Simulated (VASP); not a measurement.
OSZICAR of a VASP run on SrCl$_{2}$ (fluorite):

OSZICAR:
```
       N       E                     dE             d eps       ncg     rms          rms(c)
DAV:   1     0.162373182447E+03    0.16237E+03   -0.11516E+04   512   0.133E+03
DAV:   2     0.226896084668E+01   -0.16010E+03   -0.15546E+03   704   0.250E+02
DAV:   3    -0.724061665211E+01   -0.95096E+01   -0.95006E+01   728   0.666E+01
DAV:   4    -0.758371563527E+01   -0.34310E+00   -0.34303E+00   888   0.100E+01
DAV:   5    -0.758626564245E+01   -0.25500E-02   -0.25499E-02   712   0.926E-01    0.125E+01
DAV:   6    -0.732323216349E+01    0.26303E+00   -0.73313E-01   688   0.482E+00    0.803E+00
DAV:   7    -0.734422856926E+01   -0.20996E-01   -0.40272E-01   784   0.402E+00    0.176E+00
DAV:   8    -0.735303098419E+01   -0.88024E-02   -0.56783E-02   640   0.142E+00    0.294E-01
DAV:   9    -0.735605421407E+01   -0.30232E-02   -0.29273E-03   712   0.342E-01    0.116E-01
DAV:  10    -0.735807744840E+01   -0.20232E-02   -0.23442E-03   568   0.298E-01    0.383E-02
DAV:  11    -0.735821178928E+01   -0.13434E-03   -0.19105E-04   760   0.813E-02    0.406E-02
DAV:  12    -0.735822715785E+01   -0.15369E-04   -0.28000E-05   616   0.337E-02    0.125E-02
DAV:  13    -0.735823184395E+01   -0.46861E-05   -0.12217E-05   640   0.234E-02    0.442E-03
DAV:  14    -0.735823232634E+01   -0.48239E-06   -0.11336E-06   600   0.853E-03    0.394E-03
DAV:  15    -0.735823230629E+01    0.20048E-07   -0.11705E-07   608   0.228E-03
   1 F= -.73582323E+01 E0= -.73582323E+01  d E =-.551583E-17
```

### Question
Which electronic solver shows in the log?

### Answer
It is blocked Davidson (ALGO = Normal, or the opening steps of other solvers). The INCAR had ALGO = Normal.

### Question
Can the final energy be trusted as converged?

### Answer
Self-consistency was reached. It stopped with EDIFF = 1E-7, NELM = 100 (vdW-DF-cx, plane waves, VASP's PBE PAW potentials (set 64)).

The compound is SrCl2 in the fluorite structure. This cell is one point of a volume scan, at 1.06 of the reference volume.
